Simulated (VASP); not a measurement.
A convergence study with VASP on InP (zinc blende): one setting is varied, all else stays as given below, so the limit is that of these other settings. Each run relaxes cell and ions from the cell shown.

```
InP
1.0
    0.00000     2.93500     2.93500
    2.93500     0.00000     2.93500
    2.93500     2.93500     0.00000
In P
1 1
Cartesian
  0.00000   0.00000   0.00000
  1.46750   1.46750   1.46750
```

These are PBE GGA, VASP's PBE PAW potentials (set 64) (plane waves; VASP) values and carry that method's errors. The tightest run used: 550 eV cut-off, 12×12×12 Γ-centred mesh, Gaussian smearing of 0.050 eV, potentials In_d P.

**Question.** The settings run are 2×2×2 mesh; 3×3×3 mesh; 4×4×4 mesh; 5×5×5 mesh; 6×6×6 mesh; 8×8×8 mesh; 9×9×9 mesh; 10×10×10 mesh; 11×11×11 mesh; 12×12×12 mesh. From which on does the relaxed volume stay within 0.02 Å³/atom of the tightest run?

**Answer.** From 5×5×5 mesh on: it is off by 0.000 there and by no more than 0.02 in any finer run, while 4×4×4 mesh is off by 0.056.
| setting | relaxed volume (Å³/atom) | E (eV/atom) | irreducible k-points | difference judged (Å³/atom) |
|---|---|---|---|---|
| 2×2×2 mesh | 30.329 | -3.3649 | 3 | 3.894 |
| 3×3×3 mesh | 26.737 | -4.0110 | 4 | 0.301 |
| 4×4×4 mesh | 26.491 | -4.1497 | 8 | 0.056 |
| 5×5×5 mesh | 26.436 | -4.1862 | 10 | 0.000 |
| 6×6×6 mesh | 26.427 | -4.1974 | 16 | 0.009 |
| 8×8×8 mesh | 26.430 | -4.2027 | 29 | 0.006 |
| 9×9×9 mesh | 26.432 | -4.2034 | 35 | 0.003 |
| 10×10×10 mesh | 26.434 | -4.2037 | 47 | 0.002 |
| 11×11×11 mesh | 26.435 | -4.2038 | 56 | 0.001 |
| 12×12×12 mesh | 26.435 | -4.2039 | 72 | 0.000 |

Left out are rungs that failed or repeat a setting and relaxations that didn't move; long series are thinned to 24 rows.

The compound is InP in the zinc blende structure.
